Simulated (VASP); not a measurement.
# SbC (Pm-3m) in VASP: notebook

One crystal, SbC, is run at these levels: PBEsol; tasks: relaxation of cell and atoms.

Program: VASP 6.6.1. These are calculated values, not measurements. Logs are shortened: lines on timing, memory, paths and dates and some standing lists are left out, and cuts for length are marked.

### Step 1. The crystal as given

Symmetry: Pm-3m, No. 221, cubic system. Conventional cell: a = 3.115 Å, b = 3.115 Å, c = 3.115 Å, α = 90.00°, β = 90.00°, γ = 90.00°. Around Sb (site symmetry m-3m) lie 8 C at 2.70 Å. C (site symmetry m-3m) is surrounded by 8 Sb at 2.70 Å.

The cell was built by a generator and needn't be a form met in nature.

### Step 2. Relaxation of cell and atoms, PBEsol, target pressure 2 GPa, at which the enthalpy is minimised

Contents of INCAR:

```
  ALGO = Normal
  EDIFF = 1E-6
  EDIFFG = -0.02
  ENCUT = 600
  GGA = PS
  IBRION = 2
  ISIF = 3
  ISMEAR = -1
  LASPH = True
  LCHARG = False
  LREAL = False
  LWAVE = False
  NELM = 100
  NSW = 40
  PREC = Accurate
  PSTRESS = 20
  SIGMA = 0.05
```

Contents of KPOINTS:

```
k-points
0
Gamma
  9 9 9
```

Contents of POSCAR:

```
SbC
1.0
    3.1146800000      0.0000000000      0.0000000000
    0.0000000000      3.1146800000      0.0000000000
    0.0000000000      0.0000000000      3.1146800000
Sb C
1 1
Direct
    0.5000000000      0.5000000000      0.5000000000
    0.0000000000      0.0000000000      0.0000000000
```

Potentials or basis: VASP PAW PBE potentials, release 64 (Sb, C).

Launch:

```bash
$ cat potpaw_PBE.64/Sb/POTCAR potpaw_PBE.64/C/POTCAR > POTCAR
$ mpirun -np 1 vasp_std > vasp.out
```

OUTCAR:

```text
EDIFF = 1E-6
   EDIFFG = -0.02
   ENCUT = 600
   GGA = PS
   IBRION = 2
   ISIF = 3
   ISMEAR = -1
   LASPH = True
   LREAL = False
   NELM = 100
   NSW = 40
   PREC = Accurate
   PSTRESS = 20

 ion  position               nearest neighbor table
   1  0.500  0.500  0.500-   2 2.70   2 2.70   2 2.70   2 2.70   2 2.70   2 2.70   2 2.70   2 2.70

   2  0.000  0.000  0.000-   1 2.70   1 2.70   1 2.70   1 2.70   1 2.70   1 2.70   1 2.70   1 2.70

  LATTYP: Found a simple cubic cell.
 ALAT       =     3.1146800000

  Lattice vectors:

 A1 = (   3.1146800000,   0.0000000000,   0.0000000000)
 A2 = (   0.0000000000,   3.1146800000,   0.0000000000)
 A3 = (   0.0000000000,   0.0000000000,   3.1146800000)

Analysis of symmetry for initial positions (statically):
=====================================================================
 Subroutine PRICEL returns:
 Original cell was already a primitive cell.

 Routine SETGRP: Setting up the symmetry group for a
 simple cubic supercell.

 Subroutine GETGRP returns: Found 48 space group operations
 (whereof 48 operations were pure point group operations)
 out of a pool of 48 trial point group operations.

The static configuration has the point symmetry O_h .

Analysis of symmetry for dynamics (positions and initial velocities):
=====================================================================
 Subroutine PRICEL returns:
 Original cell was already a primitive cell.

 Routine SETGRP: Setting up the symmetry group for a
 simple cubic supercell.

 Subroutine GETGRP returns: Found 48 space group operations
 (whereof 48 operations were pure point group operations)
 out of a pool of 48 trial point group operations.

The dynamic configuration has the point symmetry O_h .

 Subroutine INISYM returns: Found 48 space group operations
 (whereof 48 operations are pure point group operations),
 and found     1 'primitive' translations

----------------------------------------------------------------------------------------

                                     Primitive cell

  volume of cell :      30.2162

  direct lattice vectors                    reciprocal lattice vectors
     3.114680000  0.000000000  0.000000000     0.321060269  0.000000000  0.000000000
     0.000000000  3.114680000  0.000000000     0.000000000  0.321060269  0.000000000
     0.000000000  0.000000000  3.114680000     0.000000000  0.000000000  0.321060269

  length of vectors
     3.114680000  3.114680000  3.114680000     0.321060269  0.321060269  0.321060269

  position of ions in fractional coordinates (direct lattice)
     0.500000000  0.500000000  0.500000000
     0.000000000  0.000000000  0.000000000

  ion indices of the primitive-cell ions
   primitive index   ion index
                 1           1
                 2           2

----------------------------------------------------------------------------------------

 KPOINTS: k-points

Automatic generation of k-mesh.
 Grid dimensions read from file:
 generate k-points for:    9    9    9

 Generating k-lattice:

  Cartesian coordinates                     Fractional coordinates (reciprocal lattice)
     0.035673363  0.000000000  0.000000000     0.111111111  0.000000000  0.000000000
     0.000000000  0.035673363  0.000000000     0.000000000  0.111111111  0.000000000
     0.000000000  0.000000000  0.035673363     0.000000000  0.000000000  0.111111111

  Length of vectors
     0.035673363  0.035673363  0.035673363

  Shift w.r.t. Gamma in fractional coordinates (k-lattice)
     0.000000000  0.000000000  0.000000000

 Subroutine IBZKPT returns following result:
 ===========================================

 Found     35 irreducible k-points:

 Following reciprocal coordinates:
            Coordinates               Weight
  0.000000  0.000000  0.000000      1.000000
  0.111111  0.000000  0.000000      6.000000
  0.222222  0.000000  0.000000      6.000000
  0.333333  0.000000  0.000000      6.000000
  0.444444  0.000000  0.000000      6.000000
  0.111111  0.111111  0.000000     12.000000
[... 16 lines left out ...]
  0.333333  0.333333  0.111111     24.000000
  0.444444  0.333333  0.111111     48.000000
 [... further k-points ...]
   k-points           NKPTS =     35   k-points in BZ     NKDIM =     35   number of bands    NBANDS=      8
   number of dos      NEDOS =    301   number of ions     NIONS =      2
   total plane-waves  NPLWV =  21952
   dimension x,y,z NGX =    28 NGY =   28 NGZ =   28
   dimension x,y,z NGXF=    56 NGYF=   56 NGZF=   56
   ions per type =               1   1
   NGX,Y,Z   is equivalent  to a cutoff of  14.94, 14.94, 14.94 a.u.
   NGXF,Y,Z  is equivalent  to a cutoff of  29.89, 29.89, 29.89 a.u.
 SYSTEM =  unknown system
   PREC   = accura    normal or accurate (medium, high low for compatibility)
   ISTART =      0    job   : 0-new  1-cont  2-samecut
   ICHARG =      2    charge: 1-file 2-atom 10-const
   ISPIN  =      1    spin polarized calculation?
   LNONCOLLINEAR =      F non collinear calculations
   LSORBIT =      F    spin-orbit coupling
   LASPH  =      T    aspherical Exc in radial PAW
   ENCUT  =  600.0 eV  44.10 Ry    6.64 a.u.   6.22  6.22  6.22*2*pi/ulx,y,z
   NELM   =    100;   NELMIN=  2; NELMDL= -5     # of ELM steps
   EDIFF  = 0.1E-05   stopping-criterion for ELM
   LREAL  =      F    real-space projection
   EDIFFG = -.2E-01   stopping-criterion for IOM
   NSW    =     40    number of steps for IOM
   IBRION =      2    ionic relax: 0-MD 1-quasi-New 2-CG
   NFREE  =      1    steps in history (QN), initial steepest desc. (CG)
   ISIF   =      3    stress and relaxation
   ISYM   =      2    0-nonsym 1-usesym 2-fastsym
   POTIM  = 0.5000    time-step for ionic-motion
   TEBEG  =    0.0;   TEEND  =   0.0 temperature during run
   PSTRESS=   20.0 pullay stress
   NELECT =       9.0000    total number of electrons
   NUPDOWN=      -1.0000    fix difference up-down
   EMIN   =  10.00;   EMAX   =-10.00  energy-range for DOS
   EFERMI =   0.00;   METHOD = LEGACY
   ISMEAR =    -1;   SIGMA  =   0.05  broadening in eV -4-tet -1-fermi 0-gaus
   EFERMI_NEDOS =   21; number of points for ismear=-14 and -15
   IALGO  =     38    algorithm
   IMIX   =      4    mixing-type and parameters
     AMIX     =   0.40;   BMIX     =  1.00
     AMIX_MAG =   1.60;   BMIX_MAG =  1.00
  volume/ion in A,a.u.               =      15.11       101.95
  Fermi-wavevector in a.u.,A,eV,Ry     =   1.093307  2.066051 16.263326  1.195321
  Thomas-Fermi vector in A             =   2.229590
   LORBIT       =      0    0 simple, 1 ext, 2 COOP (PROOUT), +10 PAW based schemes
   GGA     = PS    functional components
   LHFCALC =     F    Hartree Fock is set to
   AEXX    =    0.0000 exact exchange contribution
   IVDW    =     0    specifies the selected vdW correction
   LEPSILON=     F    determine dielectric tensor
   LRPA    =     F    only Hartree local field effects (RPA)
 conjugate gradient relaxation of ions
 non-spin polarized calculation
  energy-cutoff  :      600.00
  volume of cell :       30.22
 maximum number of plane-waves:      1021
 NGX is ok and might be reduce to    28
   NGX = 13   NGY = 13   NGZ = 13

--------------------------------------- Ionic step        1  -------------------------------------------

 number of electron       9.0000000 magnetization

 Free energy of the ion-electron system (eV)
  ---------------------------------------------------
  ext. energy  EPLUGINS =         0.00000000
  ---------------------------------------------------
  free energy    TOTEN  =        -9.92521987 eV

  energy without entropy =       -9.91493717  energy(sigma->0) =       -9.92007852

 E-fermi :   9.5255     XC(G=0): -11.5034

 val. band max:        9.5015898233   @ k =   0.4444   0.3333   0.1111
 cond. band min:       9.5910066124   @ k =   0.3333   0.2222   0.0000
 fundamental gap:      0.0894167891
 Fermi energy:         9.5254737686

 k-point     1 :       0.0000    0.0000    0.0000
  band No.  band energies     occupation
      1      -5.6494      2.00000
      2       5.4530      2.00000
      3       7.8605      2.00000
      4       7.8605      2.00000
      5       7.8605      2.00000
      6      14.9432      0.00000
      7      14.9432      0.00000
      8      17.1048      0.00000

 k-point     2 :       0.1111    0.0000    0.0000
  band No.  band energies     occupation
      1      -5.4632      2.00000
      2       4.5998      2.00000
      3       8.0254      2.00000
      4       8.0254      2.00000
      5       8.0677      2.00000
      6      15.0082      0.00000
      7      15.0962      0.00000
      8      16.7798      0.00000
[... 309 lines left out ...]
  FREE ENERGIE OF THE ION-ELECTRON SYSTEM (eV)
  ---------------------------------------------------
  free  energy   TOTEN  =        -9.9230795171 eV

  energy  without entropy=       -9.9138122726  energy(sigma->0) =       -9.91844589

  enthalpy is  TOTEN    =        -9.5825659412 eV   P V=        0.3405135759

--------------------------------------- Ionic step        3  -------------------------------------------

 number of electron       9.0000000 magnetization

 Free energy of the ion-electron system (eV)
  ---------------------------------------------------
  ext. energy  EPLUGINS =         0.00000000
  ---------------------------------------------------
  free energy    TOTEN  =        -9.94812054 eV

  energy without entropy =       -9.93856516  energy(sigma->0) =       -9.94334285

 E-fermi :  10.4942     XC(G=0): -11.8130

 val. band max:       10.4580350038   @ k =   0.3333   0.2222   0.2222
 cond. band min:      10.5270217726   @ k =   0.3333   0.2222   0.0000
 fundamental gap:      0.0689867688
 Fermi energy:        10.4942212180

 k-point     1 :       0.0000    0.0000    0.0000
  band No.  band energies     occupation
      1      -5.3482      2.00000
      2       6.8731      2.00000
      3       8.6841      2.00000
      4       8.6841      2.00000
      5       8.6841      2.00000
      6      15.9159      0.00000
      7      15.9159      0.00000
      8      18.7631      0.00000

 k-point     2 :       0.1111    0.0000    0.0000
  band No.  band energies     occupation
      1      -5.1516      2.00000
      2       5.7554      2.00000
      3       8.8603      2.00000
      4       8.8603      2.00000
      5       9.1018      2.00000
      6      16.0722      0.00000
      7      16.1777      0.00000
      8      18.3959      0.00000
[... 264 lines left out ...]
 POSITION                                       TOTAL-FORCE (eV/Angst)
 -----------------------------------------------------------------------------------
      1.52266      1.52266      1.52266        -0.000000     -0.000000      0.000000
      0.00000      0.00000      0.00000         0.000000      0.000000      0.000000
 -----------------------------------------------------------------------------------
    total drift:                               -0.000000     -0.000000     -0.000000

  FREE ENERGIE OF THE ION-ELECTRON SYSTEM (eV)
  ---------------------------------------------------
  free  energy   TOTEN  =        -9.9481205363 eV

  energy  without entropy=       -9.9385651596  energy(sigma->0) =       -9.94334285

  enthalpy is  TOTEN    =        -9.5955694520 eV   P V=        0.3525510844

 reached required accuracy - stopping structural energy minimisation
```

It took 9.8 s on 1 thread of Intel Xeon 6975P-C (Granite Rapids), shared host; peak memory 0.17 GiB.

Results:

* Free energy: -9.9481 eV
* Relaxed volume: 14.12 Å³/atom
* Relaxed cell: a = 3.045 Å, b = 3.045 Å, c = 3.045 Å, α = 90.00°, β = 90.00°, γ = 90.00°
* Space group after relaxing (to 0.05 Å): Pm-3m (No. 221)
* Energy change on relaxing (the enthalpy is what falls): -11.5 meV/atom
* Ionic steps: 3
* Pressure after relaxing: 2.0 GPa

The path:
```tsv
step	energy change (eV)	largest force (eV/Å)	pressure (GPa)	volume (Å³)
1	0.0000	0.0000	-5.37	30.22
2	0.0021	0.0000	6.39	27.28
3	-0.0229	0.0000	2.04	28.24
```

Final structure:
```xyz
2
Lattice="3.0453 0.0000 0.0000 0.0000 3.0453 0.0000 0.0000 0.0000 3.0453" Properties=species:S:1:pos:R:3 pbc="T T T"
Sb    1.5227    1.5227    1.5227
C     0.0000    0.0000    0.0000
```

Caveat: the cell is relaxed towards a set pressure, so the enthalpy falls and the energy may rise; the bands computed are all filled at some k points, so no gap is given; the PAW data sets were made with another functional, which shifts forces and pressure a little.

### Step 3. Relaxation of cell and atoms, PBEsol, target pressure 5 GPa, at which the enthalpy is minimised

INCAR: that of step 2 with these lines changed.

```diff
@@ -15,3 +15,3 @@
   PREC = Accurate
-  PSTRESS = 20
+  PSTRESS = 50
   SIGMA = 0.05
```

KPOINTS is that of step 2.

POSCAR is that of step 2.

Potentials or basis: VASP PAW PBE potentials, release 64 (Sb, C).

Launch:

```bash
$ cat potpaw_PBE.64/Sb/POTCAR potpaw_PBE.64/C/POTCAR > POTCAR
$ mpirun -np 1 vasp_std > vasp.out
```

OUTCAR:

```text
EDIFF = 1E-6
   EDIFFG = -0.02
   ENCUT = 600
   GGA = PS
   IBRION = 2
   ISIF = 3
   ISMEAR = -1
   LASPH = True
   LREAL = False
   NELM = 100
   NSW = 40
   PREC = Accurate
   PSTRESS = 50

 ion  position               nearest neighbor table
   1  0.500  0.500  0.500-   2 2.70   2 2.70   2 2.70   2 2.70   2 2.70   2 2.70   2 2.70   2 2.70

   2  0.000  0.000  0.000-   1 2.70   1 2.70   1 2.70   1 2.70   1 2.70   1 2.70   1 2.70   1 2.70

  LATTYP: Found a simple cubic cell.
 ALAT       =     3.1146800000

  Lattice vectors:

 A1 = (   3.1146800000,   0.0000000000,   0.0000000000)
 A2 = (   0.0000000000,   3.1146800000,   0.0000000000)
 A3 = (   0.0000000000,   0.0000000000,   3.1146800000)

Analysis of symmetry for initial positions (statically):
=====================================================================
 Subroutine PRICEL returns:
 Original cell was already a primitive cell.

 Routine SETGRP: Setting up the symmetry group for a
 simple cubic supercell.

 Subroutine GETGRP returns: Found 48 space group operations
 (whereof 48 operations were pure point group operations)
 out of a pool of 48 trial point group operations.

The static configuration has the point symmetry O_h .

Analysis of symmetry for dynamics (positions and initial velocities):
=====================================================================
 Subroutine PRICEL returns:
 Original cell was already a primitive cell.

[... 145 lines left out ...]

--------------------------------------- Ionic step        1  -------------------------------------------

 number of electron       9.0000000 magnetization

 Free energy of the ion-electron system (eV)
  ---------------------------------------------------
  ext. energy  EPLUGINS =         0.00000000
  ---------------------------------------------------
  free energy    TOTEN  =        -9.92521987 eV

  energy without entropy =       -9.91493717  energy(sigma->0) =       -9.92007852

 E-fermi :   9.5255     XC(G=0): -11.5034

 val. band max:        9.5015898233   @ k =   0.4444   0.3333   0.1111
 cond. band min:       9.5910066124   @ k =   0.3333   0.2222   0.0000
 fundamental gap:      0.0894167891
 Fermi energy:         9.5254737686

 k-point     1 :       0.0000    0.0000    0.0000
  band No.  band energies     occupation
      1      -5.6494      2.00000
      2       5.4530      2.00000
      3       7.8605      2.00000
      4       7.8605      2.00000
      5       7.8605      2.00000
      6      14.9432      0.00000
      7      14.9432      0.00000
      8      17.1048      0.00000
[... 328 lines left out ...]
--------------------------------------- Ionic step        3  -------------------------------------------

 number of electron       9.0000000 magnetization

 Free energy of the ion-electron system (eV)
  ---------------------------------------------------
  ext. energy  EPLUGINS =         0.00000000
  ---------------------------------------------------
  free energy    TOTEN  =        -9.93395514 eV

  energy without entropy =       -9.92428901  energy(sigma->0) =       -9.92912207

 E-fermi :  10.8567     XC(G=0): -11.9221

 val. band max:       10.8405975118   @ k =   0.3333   0.0000   0.0000
 cond. band min:      10.8656000595   @ k =   0.3333   0.2222   0.0000
 fundamental gap:      0.0250025477
 Fermi energy:        10.8567479869

 k-point     1 :       0.0000    0.0000    0.0000
  band No.  band energies     occupation
      1      -5.2402      2.00000
      2       7.3891      2.00000
      3       8.9815      2.00000
      4       8.9815      2.00000
      5       8.9815      2.00000
      6      16.2682      0.00000
      7      16.2682      0.00000
      8      19.3642      0.00000
[... 286 lines left out ...]
  energy  without entropy=       -9.9242890111  energy(sigma->0) =       -9.92912207

  enthalpy is  TOTEN    =        -9.0730360551 eV   P V=        0.8609190824

 reached required accuracy - stopping structural energy minimisation
```

OSZICAR:

```text
N       E                     dE             d eps       ncg     rms          rms(c)
DAV:   1     0.253524670478E+02    0.25352E+02   -0.39328E+03   560   0.102E+03
DAV:   2    -0.959480491909E+01   -0.34947E+02   -0.34493E+02   936   0.123E+02
DAV:   3    -0.105126581520E+02   -0.91785E+00   -0.91025E+00   632   0.261E+01
[... 20 lines left out ...]
DAV:   2    -0.994145784306E+01    0.15786E-01   -0.19888E-02   608   0.122E+00    0.483E-01
DAV:   3    -0.993441614820E+01    0.70417E-02   -0.80381E-03   568   0.629E-01    0.962E-02
DAV:   4    -0.993397839670E+01    0.43775E-03   -0.69135E-04   728   0.201E-01    0.666E-02
DAV:   5    -0.993395551019E+01    0.22887E-04   -0.83999E-06   568   0.303E-02    0.376E-03
DAV:   6    -0.993395513755E+01    0.37264E-06   -0.81846E-07   320   0.648E-03
   3 F= -.90730361E+01 E0= -.90682030E+01  d E =-.907902E-01
```

CONTCAR:

```text
SbC
   1.00000000000000
     3.0215814391654470    0.0000000000000000   -0.0000000000000000
     0.0000000000000000    3.0215814391654470   -0.0000000000000000
     0.0000000000000000    0.0000000000000000    3.0215814391654470
  Sb              C
     1     1
Direct
     0.5000000000000000    0.5000000000000000    0.5000000000000000
     0.0000000000000000    0.0000000000000000    0.0000000000000000

  0.00000000E+00  0.00000000E+00  0.00000000E+00
  0.00000000E+00  0.00000000E+00  0.00000000E+00
```

Wall time 10 s (1 thread of Intel Xeon 6975P-C (Granite Rapids), shared host); peak memory 0.17 GiB.

What came out:

- Free energy: -9.9340 eV
- Relaxed volume: 13.79 Å³/atom
- Relaxed cell: a = 3.022 Å, b = 3.022 Å, c = 3.022 Å, α = 90.00°, β = 90.00°, γ = 90.00°
- Space group after relaxing (to 0.05 Å): Pm-3m (No. 221)
- Energy change on relaxing (the enthalpy is what falls): -4.4 meV/atom
- Ionic steps: 3
- Pressure after relaxing: 4.9 GPa

The path:
```tsv
step	energy change (eV)	largest force (eV/Å)	pressure (GPa)	volume (Å³)
1	0.0000	0.0000	-5.37	30.22
2	0.0701	0.0000	13.13	26.14
3	-0.0087	0.0000	4.93	27.59
```

Final structure:
```
CELL_PARAMETERS angstrom
3.02158 0.00000 0.00000
0.00000 3.02158 0.00000
0.00000 0.00000 3.02158
ATOMIC_POSITIONS crystal
Sb 0.50000 0.50000 0.50000
C 0.00000 0.00000 0.00000
```

Caveat: the cell is relaxed towards a set pressure, so the enthalpy falls and the energy may rise; the bands computed are all filled at some k points, so no gap is given; the PAW data sets were made with another functional, which shifts forces and pressure a little. Spin-orbit coupling is left out, which matters for the levels of Sb.

[end of part 1 of 2]
